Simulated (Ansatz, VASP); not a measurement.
**SiCF2 (F-SiC-F chair, 1 layer): VASP beside Ansatz**

Wanted: the spread between two codes on one cell, functional and k mesh. Of the first pair: The structure shown is the start of the Ansatz relaxation below; VASP solves that cell, so the two are compared at the walk's first step.

Main program and level: Ansatz 0.2.0; plane waves, with VASP 6.6.1 beside it; single point at PBE.

### Step 1. The starting structure

The cell holds 4 atoms: 2 F, 1 C and 1 Si. Cell: a = 3.086 Å, b = 3.085 Å, c = 25.633 Å, α = 90.0°, β = 90.0°, γ = 120.0°. Vacuum lies along c.

### Step 2. Ansatz: relaxation, PBE

Ansatz runs on its default PAW (the set named soft_2) files.

The two programs are compared at the cell with which this relaxation starts, whose forces are those of its first step.

Input file input.yaml:

```yaml
crystal:
  lattice:
    - [3.0855, 0.0, 0.0]
    - [-1.54275, 2.6721213834, 0.0]
    - [0.0, 0.0, 25.6333333333]
  atoms:
    - { symbol: F, position: [0.6666666667, 0.3333333333, 0.4291287386] }
    - { symbol: C, position: [0.6666666667, 0.3333333333, 0.4810143043] }
    - { symbol: Si, position: [0.3333333333, 0.6666666667, 0.5053315995] }
    - { symbol: F, position: [0.3333333333, 0.6666666667, 0.5708712614] }
kpoints:
  mp_grid: { grid: [12, 12, 1] }
hamiltonian:
  xc: pbe
scf:
  occupations: { method: fermi_dirac, width: 0.05 }
  convergence: { dr2_threshold: 1.0e-08 }
efield:
  axis: 3
  dipole_correction: true
  ramp_position: 0.97
  ramp_width: 0.04
relax:
  f_tol: 0.01
  cell: { fix: [c, alpha, beta] }
output:
  write_potential: true
  write_density: true
  volumetric_format: npy
```

Started as:

```sh
$ ansatz run input.yaml --threads 4 --pin off --max-ram 8192MiB --backend cpu --events-out ev --progress --plain --runs-dir out
```

Numbers of over 12 decimals in the logs are rounded to 6 here.

The program printed:

```text
Warning: relax.cell: scf.convergence.dr2_threshold = 1e-8 eV is looser than the 4e-10 eV advised for a relaxation that steers and ends on the stress (1e-10 eV for each atom of the cell: 4). What an SCF threshold leaves in a stress goes as its square root, and in the free energy as the threshold itself, and one threshold admits the most on a small cell: [figures from the program's tests cut] Set scf.convergence.dr2_threshold to 4e-10 eV or tighter. The threshold is an SCF's pass mark: one that does not reach it within its budget of iterations ends unconverged, or closes short of it on a stop that the run arms, and scf.convergence.dr2_threshold's page says what that costs each kind of run
Engine: ansatz 0.2.0, aarch64-unknown-linux-gnu
Pseudopotentials: kind: paw
Pseudopotential: F, paw, valence charge 7, recommended cutoff 420 eV (normal), F.paw.azcp
Pseudopotential: C, paw, valence charge 4, recommended cutoff 420 eV (normal), C.paw.azcp
Pseudopotential: Si, paw, valence charge 4, recommended cutoff 420 eV (normal), Si.paw.azcp
Functional definition: PBE
  parameter kappa = 0.804
  parameter beta = 0.066725
  exchange = pbe_x(kappa = kappa, mu = beta*pi^2/3)
  correlation = pbe_c(beta = beta)
Crystal: 4 atoms, lattice volume = 211.342 Å³
Basis set: ecut = 420 eV, 4129 PW (Γ), exchange–correlation on 48×48×360 points (8 copies of the dense FFT grid, shifted against one another)
Bands: 15, of which v1, the nominal top of the filled ones, is band 11 counted from 1 (10 counted from 0)
Symmetry: 6 space group operations
Space group: P3m1 (ITA 156), of the structure as read, at distance tolerance 6.0e-5 Å
k-points: 19 of 144 (time reversal used)
Non-local potential: F, projectors of the file, l = 0: 2, l = 1: 2, l = 2: 1
Non-local potential: C, projectors of the file, l = 0: 2, l = 1: 2, l = 2: 1
Non-local potential: Si, projectors of the file, l = 0: 2, l = 1: 2, l = 2: 2
PAW form: soft (Blöchl's): semilocal exchange-correlation on the pseudo side does not see the compensation charge
PAW one-centre angular grid: F, 110 points (default); XC on 64 Gauss nodes
PAW one-centre angular grid: C, 110 points (default); XC on 64 Gauss nodes
PAW one-centre angular grid: Si, 110 points (default); XC on 64 Gauss nodes
Initial density: superposition of atomic densities (neutral atoms: chi_scale 0, normalization atom), corrected by the library's trained network
Initial wavefunctions: pseudopotential atomic-orbital guess
Functional: x = pbe(κ = 0.804, μ = 0.219515), c = pbe(β = 0.066725)
SCF iter   1: F=—  HF=-2502.925581 eV  |F-HF|=—  |Δ(HF+E_count)|=         —  Δρ=4.86e-3  dr2=1.52e-1  ethr=1.77e-3  p=-0.123 e·Å  D=-1.05e-1 V/Å  ΔV_dip=2.69 eV  dr2_dipole=1.90e-2  V_vac-E_F(+/−)=7.22/4.53 eV  ⟨swp⟩=8.9  Hψ=2193  notcnv=0
efield: sawtooth ramp at fractional position 0.9700 (set: `efield.ramp_position`, or a place that a band, a saddle search or an elastic batch's reference lends), width 0.0400; the density the first Hamiltonian is built on has a dipole p = -0.123 e·Å; the dipole correction subtracts the counter field D = -1.05e-1 V/Å, which shifts the + side's vacuum level by +2.69 eV against the − side's; the planar-averaged density in the ramp window peaks in size at 3.7e-6 e/Å³
preconditioner: auto → none  [insulator: Δε(μ)=1.747 eV  Ē_g=13.913 eV  σ=0.050 eV  W_gap=1.00  n_scr=14 (ndim 8)  ℏωp=11.4 eV  f_vac=0.755  D(μ)=0.00/eV (n_scr^D=0)  ε∞_Penn≈1.7]
SCF iter   2: F=—  HF=-2502.934535 eV  |F-HF|=—  |Δ(HF+E_count)|=   8.95e-3  Δρ=8.06e-3  dr2=2.20e-1  ethr=6.90e-4  p=-0.017 e·Å  D=-1.48e-2 V/Å  ΔV_dip=0.38 eV  dr2_dipole=2.38e-2  V_vac-E_F(+/−)=6.27/5.89 eV  ⟨swp⟩=4.4  Hψ=798  notcnv=0
SCF iter   3: F=—  HF=-2502.885680 eV  |F-HF|=—  |Δ(HF+E_count)|=   4.89e-2  Δρ=1.91e-3  dr2=4.11e-3  ethr=6.90e-4  p=-0.066 e·Å  D=-5.68e-2 V/Å  ΔV_dip=1.46 eV  dr2_dipole=4.21e-5  V_vac-E_F(+/−)=6.89/5.43 eV  ⟨swp⟩=3.4  Hψ=634  notcnv=0
SCF iter   4: F=—  HF=-2502.886017 eV  |F-HF|=—  |Δ(HF+E_count)|=   3.37e-4  Δρ=7.94e-4  dr2=8.89e-4  ethr=1.87e-5  p=-0.065 e·Å  D=-5.54e-2 V/Å  ΔV_dip=1.42 eV  dr2_dipole=1.02e-5  V_vac-E_F(+/−)=6.96/5.54 eV  ⟨swp⟩=2.2  Hψ=587  notcnv=0
SCF iter   5: F=—  HF=-2502.886146 eV  |F-HF|=—  |Δ(HF+E_count)|=   1.29e-4  Δρ=1.87e-4  dr2=3.66e-5  ethr=4.04e-6  p=-0.065 e·Å  D=-5.55e-2 V/Å  ΔV_dip=1.42 eV  dr2_dipole=1.89e-7  V_vac-E_F(+/−)=7.03/5.61 eV  ⟨swp⟩=2.8  Hψ=519  notcnv=0
SCF iter   6: F=—  HF=-2502.886373 eV  |F-HF|=—  |Δ(HF+E_count)|=   2.27e-4  Δρ=4.06e-5  dr2=1.53e-6  ethr=1.66e-7  p=-0.065 e·Å  D=-5.56e-2 V/Å  ΔV_dip=1.43 eV  dr2_dipole=6.59e-9  V_vac-E_F(+/−)=7.04/5.61 eV  ⟨swp⟩=2.2  Hψ=525  notcnv=0
[...]
SCF iter   7: F=-2503.206495 eV  HF=-2503.206495 eV  |F-HF|=1.83e-9  |Δ(HF+E_count)|=   3.98e-8  Δρ=1.27e-6  dr2=1.38e-9  ethr=4.55e-11  p=-0.004 e·Å  D=-3.24e-3 V/Å  ΔV_dip=0.08 eV  dr2_dipole=5.00e-12  V_vac-E_F(+/−)=6.57/6.48 eV  ⟨swp⟩=9.2  Hψ=1941  notcnv=0
SCF 8 converged in 7 iterations: F = -2503.206495 eV  dr2 = 1.38e-9
relax step   8: F+E_penalty+E_count = -2503.20649528 eV  Δ(F+E_penalty+E_count) = +3.678e-4 eV  max|allowed force component| = 5.028e-3 eV/Å  Δτ_max = 0.0008 Å  P = +0.027 GPa  Ω = 222.666 Å³  energy of the carried Pulay correction = -1.007e-3 eV  fix = [c, alpha, beta]  reactions: c +0.012 GPa  (7 SCF iters, accepted)
iter 1 solved again at ethr=3.42e-7 eV; its pass at ethr=3.10e-3 eV (dr2=7.52e-5 eV) is discarded
SCF iter   1: F=—  HF=-2503.207051 eV  |F-HF|=—  |Δ(HF+E_count)|=         —  Δρ=3.37e-5  dr2=2.26e-7  ethr=3.42e-7  p=-0.004 e·Å  D=-3.24e-3 V/Å  ΔV_dip=0.08 eV  dr2_dipole=2.68e-10  V_vac-E_F(+/−)=6.57/6.48 eV  ⟨swp⟩=3.4  Hψ=3034  notcnv=0
efield: sawtooth ramp at fractional position 0.9700 (set: `efield.ramp_position`, or a place that a band, a saddle search or an elastic batch's reference lends), width 0.0400; the density the first Hamiltonian is built on has a dipole p = -0.004 e·Å; the dipole correction subtracts the counter field D = -3.24e-3 V/Å, which shifts the + side's vacuum level by +0.08 eV against the − side's; the planar-averaged density in the ramp window peaks in size at 6.7e-6 e/Å³
preconditioner: auto → none  [insulator: Δε(μ)=1.951 eV  Ē_g=12.071 eV  σ=0.050 eV  W_gap=1.00  n_scr=14 (ndim 8)  ℏωp=10.6 eV  f_vac=0.760  D(μ)=0.00/eV (n_scr^D=0)  ε∞_Penn≈1.8]
SCF iter   2: F=—  HF=-2503.207391 eV  |F-HF|=—  |Δ(HF+E_count)|=   3.40e-4  Δρ=1.57e-5  dr2=7.47e-8  ethr=1.03e-9  p=-0.004 e·Å  D=-3.23e-3 V/Å  ΔV_dip=0.08 eV  dr2_dipole=2.10e-9  V_vac-E_F(+/−)=6.57/6.48 eV  ⟨swp⟩=3.4  Hψ=642  notcnv=0
SCF iter   3: F=—  HF=-2503.207458 eV  |F-HF|=—  |Δ(HF+E_count)|=   6.67e-5  Δρ=8.15e-6  dr2=6.49e-8  ethr=3.40e-10  p=-0.004 e·Å  D=-3.26e-3 V/Å  ΔV_dip=0.08 eV  dr2_dipole=5.59e-9  V_vac-E_F(+/−)=6.57/6.48 eV  ⟨swp⟩=2.4  Hψ=478  notcnv=0
iter 4 met the thresholds in force, and the SCF goes on: an eigenvalue changes by 9.96 meV, over its tolerance of 3.16 meV (output.eigenvalues, Limitations)
SCF iter   4: F=-2503.207488 eV  HF=-2503.207481 eV  |F-HF|=6.79e-6  |Δ(HF+E_count)|=   2.36e-5  Δρ=2.70e-6  dr2=9.20e-9  ethr=4.55e-11  p=-0.004 e·Å  D=-3.24e-3 V/Å  ΔV_dip=0.08 eV  dr2_dipole=9.69e-10  V_vac-E_F(+/−)=6.57/6.48 eV  ⟨swp⟩=12.8  Hψ=2556  notcnv=0
SCF iter   5: F=-2503.207488 eV  HF=-2503.207487 eV  |F-HF|=1.04e-6  |Δ(HF+E_count)|=   5.76e-6  Δρ=7.53e-7  dr2=4.61e-10  ethr=4.18e-11  p=-0.004 e·Å  D=-3.24e-3 V/Å  ΔV_dip=0.08 eV  dr2_dipole=4.35e-13  V_vac-E_F(+/−)=6.57/6.48 eV  ⟨swp⟩=9.5  Hψ=2153  notcnv=0
SCF 9 converged in 5 iterations: F = -2503.207488 eV  dr2 = 4.61e-10
relax step   9: F+E_penalty+E_count = -2503.20748824 eV  Δ(F+E_penalty+E_count) = -9.930e-4 eV  max|allowed force component| = 5.113e-3 eV/Å  Δτ_max = 0.0000 Å  P = +0.030 GPa  Ω = 222.666 Å³  fix = [c, alpha, beta]  reactions: c +0.011 GPa  stress off target by 3.96e-2 GPa on what of the cell is left free  SCF on the basis re-selected at this cell (its energy is not comparable with the rows above)  (5 SCF iters)
basis re-selected at this cell: Δ(F+E_penalty+E_count) = -9.930e-4 eV, ΔP = +0.003 GPa vs the last step (what re-selecting the basis moved, of the pressure what is left beyond the Pulay correction that the steps carried, after the strain that the cell walked since its last selection, with what the two solves' SCF thresholds leave and, on support functions, any second-order correction that the steps lacked; it is no m [...]
WARN: The output density's exchange-correlation potential varies sharply where the density is thin. Do not read a vacuum level from v_tot or v_xc, or from such a field of the output density. On a cell that repeats whose density bears no net charge and no dipole along the vacuum's axis use v_es (v_loc + v_h of the components); under efield.dipole_correction with no amplitude use v_es + v_field, which holds any externa [...]
SCF converged after 5 iterations
an eigenvalue changed by more than its tolerance at an iteration that met the thresholds in force, so the SCF went on 1 time: the last check found none over its tolerance
Free energy (F): -2503.207488 eV
Harris-Foulkes:  -2503.207487 eV  (|F-HF|=1.04e-6)
Internal energy: -2503.207488 eV  (E = F + TS)
E sigma→0 (E₀):  -2503.207488 eV
Fermi energy:    -4.025949 eV
Dipole field:    D = -0.003244 V/Å  (p = -0.003992 e·Å, saw-weighted, corrected)
Work function:   Φ+ = 6.5665 eV   Φ− = 6.4834 eV
Levels:          The Fermi level and band energies are counted from a zero that moves with the ramp; work functions are not
--- Per-component energies (eV) ---
  E_band       = -303.583183
  E_kinetic    = 544.442886
  E_local      = -15145.094939  (includes V_loc(G=0)·N_el)
  E_nonlocal   = 198.018848
  E_hartree    = 7274.972671
  E_xc         = -262.492901
  E_vxc        = -310.398689  (∫ρ·V_xc dr)
  E_paw        = -1012.432999  (= ΣΔE_a)
  E_vpaw       = -140.513942  (= ΣTr[D̂ρ^β])
  E_aug_tail   = 0.004132  (compensation charges beyond the density's cutoff)
  E_efield     = 0.000006  (sawtooth field / dipole correction)
  E_vefield    = 0.012880  (∫n·V_field dr)
  E_ewald      = 5899.374809
  E_smearing   = -0.000000  (= −TS)
  E_closure    = 0.000000  (closes the sum)
  Σ components = -2503.207488   (vs F -2503.207488, Δ=0.00e0)
--- Forces (eV/Å), atoms counted from 1 ---
  atom   1  F     -0.00000000     0.00000000    -0.00512750
  atom   2  C      0.00000000    -0.00000000     0.00053714
  atom   3  Si     0.00000000     0.00000000     0.00111591
  atom   4  F      0.00000000     0.00000000     0.00341591
  max |Σ_I F_I| component: 5.85e-5 eV/Å
--- Stress (GPa, compression-positive) ---
        0.039632       0.000000      -0.000000
       -0.000000       0.039632      -0.000000
       -0.000000      -0.000000       0.011320
  P = ⅓ Tr σ = 0.0302 GPa (0.302 kbar)
--- Band table (eV; the first three rows and the last of 19) ---
  k-point 0: bands = [... 7 lower, -9.0457, -9.0457, -5.0269, -5.0269, -3.0763, 0.6541, 2.0969, 2.3006]
  k-point 1: bands = [... 7 lower, -9.0859, -9.0562, -5.4230, -5.1238, -2.8186, 0.8762, 2.0535, 2.2737]
  k-point 2: bands = [... 7 lower, -9.1925, -9.0878, -6.2307, -5.3569, -2.3039, 0.9865, 2.0446, 2.7605]
  k-point 18: bands = [... 7 lower, -9.8133, -9.2034, -7.8658, -7.4542, 1.2580, 2.1207, 2.5638, 4.0116]
--- Relaxed structure (7 steps of the walk, 7 accepted, 2 SCFs on fresh bases) ---
  F+E_penalty+E_count = -2503.20748824 eV   max|allowed force component| = 5.113e-3 eV/Å   (the final SCF, on the basis selected at the relaxed cell)
  cell:  # Å, volume = 222.6656 Å³
    - [3.167078, 0.0, 0]
    - [-1.583539, 2.742770, 0]
    - [0, 0, 25.6333333333]
  atoms:
    - { symbol: F, position: [0.666667, 0.333333, 0.427892] }
    - { symbol: C, position: [0.666667, 0.333333, 0.483854] }
    - { symbol: Si, position: [0.333333, 0.666667, 0.506040] }
    - { symbol: F, position: [0.333333, 0.666667, 0.568559] }
```

The column dr2 measures how far the density is from self-consistency, as an energy; F and HF (Harris–Foulkes) agree once it is small.

(Part 1 of 2 ends here.)

[Lines on the potential files, build, host, timing and source positions are cut from VASP's logs without a mark.]

[Logs are printed without paths, hosts, clocks, repeated set-up lines and the standing remarks that a program may print on its own settings, such as how far it seeks lower states.]

[Hosts, paths, dates, database ids (printed as entryN), source tags and the programs' standing remarks are cut or masked in the printed files.]
